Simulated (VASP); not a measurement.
Energy against volume of AgCl (rock salt). Method: vdW-DF2, VASP's PBE PAW potentials (set 64) (plane waves; VASP). Settings: 520 eV cut-off, 8×8×8 Γ-centred mesh, Gaussian smearing of 0.050 eV, potentials Ag Cl.

```json
[
 {"V (Å³/atom)": "22.526", "E (eV/atom)": "-0.38111"},
 {"V (Å³/atom)": "23.245", "E (eV/atom)": "-0.39095"},
 {"V (Å³/atom)": "23.964", "E (eV/atom)": "-0.39443"},
 {"V (Å³/atom)": "24.683", "E (eV/atom)": "-0.39252"}
]
```

Q: Fit these four points and predict the energy of the run at 25.402 Å³/atom.

A: A cubic in V^(−2/3), the third-order Birch-Murnaghan form, passes through the four points with V0 = 24.05 Å³/atom and B0 = 39 GPa, and gives -0.3860 eV/atom there. The run gave -0.3862 eV/atom, -0.1 meV/atom from the fit; all five points give B0 = 39 GPa.

The compound is AgCl in the rock salt structure. It was relaxed first, which changed the volume by +13 %.
